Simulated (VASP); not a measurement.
Data:

```xyz
2
Lattice="1.6002 -2.7716 0.0000 1.6002 2.7716 0.0000 0.0000 0.0000 5.0967" Properties=species:S:1:pos:R:3 pbc="T T T"
Mg     1.6002     0.9239     1.2742
Mg     1.6002    -0.9239     3.8225
```

Method: rev-vdW-DF2, VASP's PBE PAW potentials (set 64) (plane waves; VASP). Settings: 520 eV cut-off, Gaussian smearing of 0.050 eV, potentials Mg.

Task: Give the energies of bands 1 to 5 at the high-symmetry points, in eV from the Fermi level.

Result: 
| band | Γ | M | K | A | L | H |
|---|---|---|---|---|---|---|
| 1 | -7.02 | -2.26 | -0.72 | -5.58 | -1.17 | 0.11 |
| 2 | -1.62 | -2.23 | -0.72 | -5.58 | -1.17 | 0.11 |
| 3 | -1.10 | 2.67 | -0.70 | 5.34 | -0.50 | 0.64 |
| 4 | 10.79 | 3.07 | 4.13 | 5.34 | -0.50 | 0.64 |
| 5 | 10.80 | 3.42 | 4.13 | 11.55 | 7.93 | 1.47 |

It has no gap at this level: it comes out as a metal or semimetal.

The compound is Mg in the hcp structure. It was relaxed first.
